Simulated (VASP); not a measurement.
Calculation: MS2 meta-GGA, VASP's PBE PAW potentials (set 64) (plane waves; VASP).

The input files of a VASP run:

KPOINTS:
```
Automatic mesh
0
Gamma
10 10 10
0 0 0
```

### INCAR
```
! general
SYSTEM  = AlN
PREC    = Accurate
ENCUT   = 520
LREAL   = .FALSE.
LASPH   = .TRUE.

! electronic loop
EDIFF   = 1E-7
NELM    = 100
ALGO    = Normal
LMIXTAU = .TRUE.

! smearing
ISMEAR  = 0
SIGMA   = 0.05

! functional
METAGGA = MS2

! ions
ISIF    = 2

! output
LWAVE   = .FALSE.
LCHARG  = .FALSE.
```

### POSCAR
```
AlN
2.2242150
  0.0000000000   0.9999998270   0.9999998270
  0.9999998270   0.0000000000   0.9999998270
  0.9999998270   0.9999998270   0.0000000000
Al N
1 1
Cart
  0.0000000000   0.0000000000   0.0000000000
  0.4999999135   0.4999999135   0.4999999135
```

POTCAR, in this order: Al N (PBE.64 set). Program: vasp_std.

Task: What will the output report for the number of irreducible k-points (NKPTS), largest plane-wave count, number of space-group operations, FFT grid (NGX, NGY, NGZ)?

Result: 
```yaml
number of irreducible k-points (NKPTS): 47
largest_plane_wave_count: 609
number_of_space_group_operations: 24
FFT grid (NGX, NGY, NGZ): 24 × 24 × 24
```

The compound is AlN in the zinc blende structure, a metastable form; wurtzite is the usual one. This cell is one point of a volume scan, at 1.06 of the reference volume.
